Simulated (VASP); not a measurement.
Level of theory: r2SCAN meta-GGA, VASP's PBE PAW potentials (set 64) (plane waves; VASP).

Input for VASP

INCAR:
```
SYSTEM = Pt
PREC = Accurate
ENCUT = 530
EDIFF = 1E-7
NELM = 100
ALGO = Normal
LREAL = .FALSE.
LASPH = .TRUE.
ISMEAR = 1
SIGMA = 0.1
METAGGA = R2SCAN
LMIXTAU = .TRUE.
LMAXMIX = 6
LWAVE = .FALSE.
LCHARG = .FALSE.
IBRION = 6
ISIF = 3
NFREE = 2
POTIM = 0.015
NSW = 1
```

POSCAR:
```
Pt
1
    0.0000000000     1.9710932314     1.9710932314
    1.9710932314    -0.0000000000     1.9710932314
    1.9710932314     1.9710932314    -0.0000000000
Pt
1
Direct
  0.0000000000   0.0000000000   0.0000000000
```

### KPOINTS
```
K-points
0
gamma
 14 14 14
```

POTCAR, in this order: Pt (PBE.64 set). Program: vasp_std.

Output

**OUTCAR**
```
 ion  position               nearest neighbor table
   1  0.000  0.000  0.000-
  LATTYP: Found a face centered cubic cell.
 ALAT       =     3.9421864628
 Subroutine PRICEL returns:
 Original cell was already a primitive cell.
 Subroutine GETGRP returns: Found 48 space group operations
The static configuration has the point symmetry O_h .
The dynamic configuration has the point symmetry O_h .
 Subroutine INISYM returns: Found 48 space group operations
 Subroutine IBZKPT returns following result:
 Found    104 irreducible k-points:

 Following reciprocal coordinates:
            Coordinates               Weight
  0.000000  0.000000  0.000000      1.000000
  0.071429  0.000000  0.000000      8.000000
  0.142857  0.000000  0.000000      8.000000
  0.214286  0.000000  0.000000      8.000000
  0.285714  0.000000  0.000000      8.000000
  0.357143  0.000000  0.000000      8.000000
  0.428571  0.000000  0.000000      8.000000
  0.500000  0.000000  0.000000      4.000000
  0.071429  0.071429  0.000000      6.000000
  0.142857  0.071429  0.000000     24.000000
  0.214286  0.071429  0.000000     24.000000
  0.285714  0.071429  0.000000     24.000000
  0.357143  0.071429  0.000000     24.000000
  0.428571  0.071429  0.000000     24.000000
  0.500000  0.071429  0.000000     24.000000
 -0.428571  0.071429  0.000000     24.000000
 -0.357143  0.071429  0.000000     24.000000
 -0.285714  0.071429  0.000000     24.000000
 -0.214286  0.071429  0.000000     24.000000
 -0.142857  0.071429  0.000000     24.000000
 -0.071429  0.071429  0.000000     12.000000
  0.142857  0.142857  0.000000      6.000000
  0.214286  0.142857  0.000000     24.000000
  0.285714  0.142857  0.000000     24.000000
  0.357143  0.142857  0.000000     24.000000
  0.428571  0.142857  0.000000     24.000000
  0.500000  0.142857  0.000000     24.000000
 -0.428571  0.142857  0.000000     24.000000
 -0.357143  0.142857  0.000000     24.000000
 -0.285714  0.142857  0.000000     24.000000
 -0.214286  0.142857  0.000000     24.000000
 -0.142857  0.142857  0.000000     12.000000
  0.214286  0.214286  0.000000      6.000000
  0.285714  0.214286  0.000000     24.000000
  0.357143  0.214286  0.000000     24.000000
  0.428571  0.214286  0.000000     24.000000
  0.500000  0.214286  0.000000     24.000000
 -0.428571  0.214286  0.000000     24.000000
 -0.357143  0.214286  0.000000     24.000000
 -0.285714  0.214286  0.000000     24.000000
 Subroutine IBZKPT_HF returns following result:
   k-points           NKPTS =    104   k-points in BZ     NKDIM =    104   number of bands    NBANDS=      9
   number of dos      NEDOS =    301   number of ions     NIONS =      1
   total plane-waves  NPLWV =  13824
   dimension x,y,z NGX =    24 NGY =   24 NGZ =   24
   dimension x,y,z NGXF=    48 NGYF=   48 NGZF=   48
   ions per type =               1
   PREC   = accura    normal or accurate (medium, high low for compatibility)
   ISTART =      0    job   : 0-new  1-cont  2-samecut
   ICHARG =      2    charge: 1-file 2-atom 10-const
   ISPIN  =      1    spin polarized calculation?
   LNONCOLLINEAR =      F non collinear calculations
   LSORBIT =      F    spin-orbit coupling
   INIWAV =      1    electr: 0-lowe 1-rand  2-diag
   ENCUT  =  530.0 eV  38.95 Ry    6.24 a.u.   5.23  5.23  5.23*2*pi/ulx,y,z
   NELM   =    100;   NELMIN=  2; NELMDL= -5     # of ELM steps
   EDIFF  = 0.1E-06   stopping-criterion for ELM
   LREAL  =      F    real-space projection
   NLSPLINE    = F    spline interpolate recip. space projectors
   LMAXMIX     =    6 max onsite mixed and CHGCAR
...
```

**OSZICAR**
```
...
DAV:   5    -0.515075064406E+02    0.23872E-03   -0.38689E-04 14304   0.220E-01    0.175E-02
DAV:   6    -0.515078080097E+02   -0.30157E-03   -0.24934E-04 13980   0.177E-01    0.107E-02
DAV:   7    -0.515078249112E+02   -0.16901E-04   -0.30174E-05 13772   0.599E-02    0.426E-03
DAV:   8    -0.515078307032E+02   -0.57920E-05   -0.27558E-06 14084   0.184E-02    0.129E-03
DAV:   9    -0.515078307869E+02   -0.83696E-07   -0.17106E-07 15965   0.516E-03
   9 F= -.51507831E+02 E0= -.51507846E+02  d E =0.460377E-04
       N       E                     dE             d eps       ncg     rms          rms(c)
DAV:   1    -0.514817033767E+02    0.26127E-01   -0.83243E-01 13913   0.779E+00    0.490E-01
DAV:   2    -0.514892207124E+02   -0.75173E-02   -0.89501E-03 14754   0.809E-01    0.252E-01
DAV:   3    -0.514980905841E+02   -0.88699E-02   -0.63298E-03 13976   0.652E-01    0.111E-01
DAV:   4    -0.515083021707E+02   -0.10212E-01   -0.23051E-03 14805   0.429E-01    0.505E-02
DAV:   5    -0.515063747515E+02    0.19274E-02   -0.92326E-04 14272   0.313E-01    0.205E-02
DAV:   6    -0.515085778481E+02   -0.22031E-02   -0.30002E-04 14009   0.201E-01    0.130E-02
DAV:   7    -0.515076882088E+02    0.88964E-03   -0.13806E-04 13944   0.137E-01    0.349E-03
DAV:   8    -0.515078079122E+02   -0.11970E-03   -0.12404E-05 13853   0.393E-02    0.811E-04
DAV:   9    -0.515078455163E+02   -0.37604E-04   -0.39430E-07 14637   0.691E-03    0.286E-04
DAV:  10    -0.515078212808E+02    0.24235E-04   -0.46213E-08  7075   0.253E-03    0.140E-04
DAV:  11    -0.515078335365E+02   -0.12256E-04   -0.81052E-09  6867   0.102E-03    0.431E-05
DAV:  12    -0.515078307784E+02    0.27581E-05   -0.98725E-10  6841   0.414E-04    0.136E-05
DAV:  13    -0.515078310250E+02   -0.24664E-06   -0.25017E-10  6811   0.153E-04    0.115E-05
DAV:  14    -0.515078305103E+02    0.51469E-06   -0.52124E-11  6779   0.758E-05    0.185E-06
DAV:  15    -0.515078305179E+02   -0.75806E-08   -0.32170E-12  6766   0.205E-05
  10 F= -.51507831E+02 E0= -.51507846E+02  d E =0.460177E-04
       N       E                     dE             d eps       ncg     rms          rms(c)
DAV:   1    -0.515275924085E+02   -0.19762E-01   -0.90376E-01 13922   0.815E+00    0.774E-01
DAV:   2    -0.515054480245E+02    0.22144E-01   -0.21037E-02 14419   0.119E+00    0.358E-01
DAV:   3    -0.515065386048E+02   -0.10906E-02   -0.11901E-02 13957   0.899E-01    0.175E-01
DAV:   4    -0.515077643208E+02   -0.12257E-02   -0.11754E-03 14798   0.306E-01    0.108E-01
DAV:   5    -0.515075108716E+02    0.25345E-03   -0.36515E-04 14247   0.215E-01    0.173E-02
DAV:   6    -0.515078027607E+02   -0.29189E-03   -0.26151E-04 13938   0.181E-01    0.110E-02
DAV:   7    -0.515078261048E+02   -0.23344E-04   -0.30123E-05 13790   0.600E-02    0.424E-03
DAV:   8    -0.515078300539E+02   -0.39490E-05   -0.15855E-06 14252   0.139E-02    0.131E-03
DAV:   9    -0.515078302955E+02   -0.24161E-06   -0.17332E-07 15383   0.514E-03    0.391E-04
DAV:  10    -0.515078302763E+02    0.19220E-07   -0.44446E-08  6915   0.312E-03
  11 F= -.51507830E+02 E0= -.51507846E+02  d E =0.460063E-04
       N       E                     dE             d eps       ncg     rms          rms(c)
DAV:   1    -0.515193415672E+02   -0.11511E-01   -0.78389E-01 14072   0.748E+00    0.503E-01
DAV:   2    -0.515087411711E+02    0.10600E-01   -0.82984E-03 14738   0.822E-01    0.255E-01
DAV:   3    -0.515077464448E+02    0.99473E-03   -0.65506E-03 14086   0.660E-01    0.113E-01
DAV:   4    -0.515060902006E+02    0.16562E-02   -0.24003E-03 14707   0.460E-01    0.454E-02
DAV:   5    -0.515077839881E+02   -0.16938E-02   -0.10066E-03 14477   0.334E-01    0.183E-02
DAV:   6    -0.515076819557E+02    0.10203E-03   -0.23496E-04 14001   0.176E-01    0.100E-02
DAV:   7    -0.515078292880E+02   -0.14733E-03   -0.86687E-05 13873   0.107E-01    0.368E-03
DAV:   8    -0.515078335485E+02   -0.42605E-05   -0.80674E-06 13891   0.309E-02    0.417E-04
DAV:   9    -0.515078274735E+02    0.60750E-05   -0.30951E-07 14739   0.585E-03    0.230E-04
DAV:  10    -0.515078302146E+02   -0.27411E-05   -0.43964E-08  6978   0.247E-03    0.138E-04
DAV:  11    -0.515078300246E+02    0.18992E-06   -0.55697E-09  6847   0.885E-04    0.541E-05
DAV:  12    -0.515078304070E+02   -0.38238E-06   -0.96574E-10  6813   0.375E-04    0.131E-05
DAV:  13    -0.515078304211E+02   -0.14132E-07   -0.15053E-10  6791   0.110E-04
  12 F= -.51507830E+02 E0= -.51507846E+02  d E =0.460150E-04
       N       E                     dE             d eps       ncg     rms          rms(c)
DAV:   1    -0.515275880482E+02   -0.19758E-01   -0.89153E-01 14087   0.807E+00    0.776E-01
DAV:   2    -0.515054403219E+02    0.22148E-01   -0.21131E-02 14560   0.119E+00    0.357E-01
DAV:   3    -0.515065398934E+02   -0.10996E-02   -0.11902E-02 13863   0.899E-01    0.175E-01
DAV:   4    -0.515077478849E+02   -0.12080E-02   -0.12159E-03 14767   0.311E-01    0.107E-01
DAV:   5    -0.515075123783E+02    0.23551E-03   -0.37968E-04 14315   0.218E-01    0.173E-02
DAV:   6    -0.515078052428E+02   -0.29286E-03   -0.25373E-04 13990   0.178E-01    0.108E-02
DAV:   7    -0.515078241006E+02   -0.18858E-04   -0.32209E-05 13807   0.621E-02    0.427E-03
DAV:   8    -0.515078301214E+02   -0.60208E-05   -0.28305E-06 14072   0.187E-02    0.132E-03
DAV:   9    -0.515078303249E+02   -0.20352E-06   -0.17310E-07 15973   0.517E-03    0.356E-04
DAV:  10    -0.515078303299E+02   -0.50592E-08   -0.39727E-08  6927   0.294E-03
  13 F= -.51507830E+02 E0= -.51507846E+02  d E =0.460055E-04
       N       E                     dE             d eps       ncg     rms          rms(c)
DAV:   1    -0.514825761298E+02    0.25254E-01   -0.16446E+00  1898   0.101E+01    0.285E-01
DAV:   2    -0.514964579246E+02   -0.13882E-01   -0.19340E-02  2196   0.142E+00    0.179E-01
DAV:   3    -0.515000305600E+02   -0.35726E-02   -0.84306E-03  1964   0.734E-01    0.196E-02
DAV:   4    -0.515095424372E+02   -0.95119E-02   -0.34361E-03  1942   0.574E-01    0.147E-02
DAV:   5    -0.515090501889E+02    0.49225E-03   -0.20206E-04  2012   0.160E-01    0.508E-03
DAV:   6    -0.515081052564E+02    0.94493E-03   -0.18110E-04  1998   0.114E-01    0.881E-04
DAV:   7    -0.515085217134E+02   -0.41646E-03   -0.25868E-05  1970   0.433E-02    0.400E-04
DAV:   8    -0.515085260578E+02   -0.43444E-05   -0.81398E-07  2234   0.780E-03    0.901E-05
DAV:   9    -0.515085250117E+02    0.10461E-05   -0.35980E-07  2072   0.506E-03    0.318E-05
DAV:  10    -0.515085289253E+02   -0.39136E-05   -0.38152E-09   981   0.580E-04    0.203E-05
DAV:  11    -0.515085274410E+02    0.14844E-05   -0.23293E-09   973   0.420E-04    0.675E-06
DAV:  12    -0.515085280183E+02   -0.57727E-06   -0.64936E-10   955   0.227E-04    0.269E-06
DAV:  13    -0.515085275651E+02    0.45315E-06   -0.99539E-11   967   0.809E-05    0.120E-06
DAV:  14    -0.515085275787E+02   -0.13621E-07   -0.64750E-12   953   0.234E-05
  14 F= -.51508528E+02 E0= -.51508547E+02  d E =0.581575E-04
       N       E                     dE             d eps       ncg     rms          rms(c)
DAV:   1    -0.514956596526E+02    0.12868E-01   -0.48793E+00  1872   0.162E+01    0.129E-01
DAV:   2    -0.515079883225E+02   -0.12329E-01   -0.46324E-02  2010   0.227E+00    0.801E-02
DAV:   3    -0.515001207171E+02    0.78676E-02   -0.88062E-03  1918   0.869E-01    0.122E-02
DAV:   4    -0.515084537577E+02   -0.83330E-02   -0.37728E-03  1922   0.620E-01    0.451E-03
DAV:   5    -0.515084978560E+02   -0.44098E-04   -0.18969E-04  2115   0.123E-01    0.191E-03
DAV:   6    -0.515085261019E+02   -0.28246E-04   -0.46358E-05  2064   0.655E-02    0.827E-04
DAV:   7    -0.515085268612E+02   -0.75930E-06   -0.42876E-06  1975   0.191E-02    0.324E-04
DAV:   8    -0.515085272669E+02   -0.40566E-06   -0.15804E-06  2025   0.118E-02    0.670E-05
DAV:   9    -0.515085275643E+02   -0.29738E-06   -0.42461E-07  2084   0.523E-03    0.279E-05
DAV:  10    -0.515085275782E+02   -0.13884E-07   -0.29405E-09   997   0.551E-04
  15 F= -.51508528E+02 E0= -.51508547E+02  d E =0.581569E-04
```

### OUTCAR
```
------------------------ aborting loop because EDIFF is reached ----------------------------------------
  FORCE on cell =-STRESS in cart. coord.  units (eV):
  Direction    XX          YY          ZZ          XY          YZ          ZX
  --------------------------------------------------------------------------------------
  Total       -0.0003566     -0.0003566     -0.0003566     -0.0000000     -0.0000000     -0.0000000
  in kB       -0.0373029     -0.0373029     -0.0373029     -0.0000000     -0.0000000     -0.0000000
  external PRESSURE =      -0.0373029 kB  Pullay stress =       0.0000000 kB
  volume of cell :       15.32
      direct lattice vectors                 reciprocal lattice vectors
     0.000000000  1.971093231  1.971093231    -0.253666337  0.253666337  0.253666337
     1.971093231  0.000000000  1.971093231     0.253666337 -0.253666337  0.253666337
     1.971093231  1.971093231  0.000000000     0.253666337  0.253666337 -0.253666337
 POSITION                                       TOTAL-FORCE (eV/Angst)
 -----------------------------------------------------------------------------------
     -0.01500      0.00000      0.00000         0.000000     -0.000000      0.000000
 -----------------------------------------------------------------------------------
    total drift:                                0.000006      0.000000      0.000000
  FREE ENERGIE OF THE ION-ELECTRON SYSTEM (eV)
  ---------------------------------------------------
  free  energy   TOTEN  =       -51.5085275782 eV

  energy  without entropy=      -51.5085857351  energy(sigma->0) =      -51.50854696

   1 f  =    0.000000 THz     0.000000 2PiTHz    0.000000 cm-1     0.000000 meV
             X         Y         Z           dx          dy          dz
      0.000000  0.000000  0.000000     0.825307   -0.564684    0.000000

   2 f  =    0.000000 THz     0.000000 2PiTHz    0.000000 cm-1     0.000000 meV
             X         Y         Z           dx          dy          dz
      0.000000  0.000000  0.000000    -0.564684   -0.825307    0.000000

   3 f  =    0.000000 THz     0.000000 2PiTHz    0.000000 cm-1     0.000000 meV
             X         Y         Z           dx          dy          dz
      0.000000  0.000000  0.000000     0.000000    0.000000    1.000000

 ELASTIC MODULI CONTR FROM IONIC RELAXATION (kBar)
 Direction    XX          YY          ZZ          XY          YZ          ZX
 --------------------------------------------------------------------------------
 XX           0.0000      0.0000      0.0000      0.0000      0.0000      0.0000
 YY           0.0000      0.0000      0.0000      0.0000      0.0000      0.0000
 ZZ           0.0000      0.0000      0.0000      0.0000      0.0000      0.0000
 XY           0.0000      0.0000      0.0000      0.0000      0.0000      0.0000
 YZ           0.0000      0.0000      0.0000      0.0000      0.0000      0.0000
 ZX           0.0000      0.0000      0.0000      0.0000      0.0000      0.0000
 --------------------------------------------------------------------------------

 TOTAL ELASTIC MODULI (kBar)
 Direction    XX          YY          ZZ          XY          YZ          ZX
 --------------------------------------------------------------------------------
 XX        3518.9254   2369.5482   2369.5482      0.0000      0.0000     -0.0000
 YY        2369.5482   3518.9254   2369.5482     -0.0000      0.0000      0.0000
 ZZ        2369.5482   2369.5482   3518.9254      0.0000      0.0000      0.0000
 XY           0.0000     -0.0000      0.0000    655.6003      0.0000      0.0000
 YZ           0.0000      0.0000      0.0000      0.0000    655.6003      0.0000
 ZX          -0.0000      0.0000      0.0000      0.0000      0.0000    655.6003
 --------------------------------------------------------------------------------
```
(Selected blocks of OUTCAR.)

Finite-difference elastic constants of metals are sensitive to mesh and smearing; shear constants can be off by tens of GPa.

The compound is Pt in the fcc structure. It was relaxed first.
